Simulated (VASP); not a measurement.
Here is the system:

```
TiSi2
1.0
    1.77570    -6.79984     0.00000
    1.77570     6.79984     0.00000
    0.00000     0.00000     3.58656
Ti Si
2 4
Cartesian
  1.77570  -5.39744   2.68992
  1.77570   5.39744   0.89664
  1.77570  -0.79218   2.68992
  1.77570   0.79218   0.89664
  1.77570   3.40413   2.68992
  1.77570  -3.40413   0.89664
```

Calculation: PBE GGA, VASP's PBE PAW potentials (set 64) (plane waves; VASP 6.6.1). Run with 300 eV cut-off, 7×7×7 Γ-centred mesh, Gaussian smearing of 0.20 eV, potentials Ti_sv Si.

At this cut-off the stress carries a Pulay error, which pulls relaxed volumes low.

Give the force on each atom (eV/Å).

```json
[
 {"atom": "Ti1", "Fx": "0.000", "Fy": "0.037", "Fz": "0.000"},
 {"atom": "Ti2", "Fx": "0.000", "Fy": "-0.037", "Fz": "0.000"},
 {"atom": "Si3", "Fx": "0.000", "Fy": "-0.120", "Fz": "0.000"},
 {"atom": "Si4", "Fx": "0.000", "Fy": "0.120", "Fz": "0.000"},
 {"atom": "Si5", "Fx": "0.000", "Fy": "0.010", "Fz": "0.000"},
 {"atom": "Si6", "Fx": "0.000", "Fy": "-0.010", "Fz": "0.000"}
]
```

Give the stress tensor in GPa (positive for a compressed cell).

```
-0.87   0.00   0.00
 0.00  -0.94   0.00
 0.00   0.00  -0.97
```
The pressure is its mean diagonal, -0.93 GPa.

The structure comes from a computed database's TiSi2 entry; how it stands against other phases isn't given here. The cell was not relaxed at this level.
